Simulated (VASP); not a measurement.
Wanted: the native input for a VASP 6.6.1 run.

```yaml
Task: electrostatic potential
Functional: PBEsol
Potentials_or_basis: VASP PAW PBE potentials, release 64 (Na_pv, F)
Cutoff: 520 eV
k_mesh: 10 × 10 × 10
Occupations: gaussian, width 0.02 eV
Spin: no spin polarisation
Further_INCAR_settings: ALGO = Fast; EDIFF = 1e-06
```

The structure of NaF lies in POSCAR:

```
NaF                                     
1.0
   -0.0000000000      2.3140463494      2.3140463494
    2.3140463494     -0.0000000000      2.3140463494
    2.3140463494      2.3140463494      0.0000000000
  Na              F             
     1     1
Direct
     0.0000000000000000    1.0000000000000000    1.0000000000000000
     0.5000000000000000    0.5000000000000000    0.5000000000000000
```

The cell was built by a generator and needn't be a form met in nature.

One way to write it, as run:

INCAR

```
SYSTEM = NaF
ALGO = Fast ; EDIFF = 1E-6
ENCUT = 520 ; GGA = PS
ISIF = 2 ; ISMEAR = 0
LASPH = .True. ; LCHARG = .True.
LREAL = .False. ; LVHAR = .True.
LWAVE = .False. ; NELM = 100
PREC = Accurate ; SIGMA = 0.02
```

KPOINTS

```
k-points
0
Gamma
  10 10 10
  0 0 0
```

Potentials or basis: VASP PAW PBE potentials, release 64 (Na_pv, F).

Command:

```sh
$ cat potpaw_PBE.64/Na_pv/POTCAR potpaw_PBE.64/F/POTCAR > POTCAR
$ mpirun -np 1 vasp_std > vasp.out
```

It gave:

The pressure is 0.0 GPa and the band gap on the k mesh is 6.18 eV, direct.

Caveat: the PAW data sets were made with another functional, which shifts forces and pressure a little.

Run time: 24 s on 1 thread of AMD EPYC 7R43 64-Core Processor (Zen 3), with other jobs on the host, peak memory 0.1 GiB.
